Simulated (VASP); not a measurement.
BaCa3O4 (ordered alloy cell): computed properties

Computed with PBEsol GGA, VASP's PBE PAW potentials (set 64) (plane waves; VASP 6.6.1).

```yaml
space_group: Cmmm (65)
cell: a = 7.090 Å, b = 9.991 Å, c = 3.516 Å, α = 90.00°, β = 90.00°, γ = 90.00°
volume_per_atom: 15.57 Å^3/atom
band gap (over mesh and band path): 2.52 eV
smallest direct gap (over mesh and band path): 2.63 eV
band_edge_character: indirect, Γ to T
density: 4.29 g/cm³
```

```
CELL_PARAMETERS angstrom
     -0.02029     4.99324     4.99536
      4.99324    -0.02029     4.99536
      2.48647     2.48647     0.00000
ATOMIC_POSITIONS crystal
  Ca 0.00000 0.00000 0.00000
  Ca 0.00000 0.50000 0.00000
  Ca 0.50000 0.00000 0.00000
  O  0.23958 0.23958 0.52084
  O  0.22718 0.77282 0.50000
  O  0.77282 0.22718 0.50000
  O  0.76042 0.76042 0.47916
  Ba 0.50000 0.50000 0.00000
```

Unless said otherwise, spin-orbit coupling is left out, though it shifts the bands of the heavy elements here.

The structure was generated: BaCa3O4 was put into an ordered model structure (Cmmm), which need not be its known phase. It was relaxed first. Symmetry was kept, so distortions that lower it aren't found.
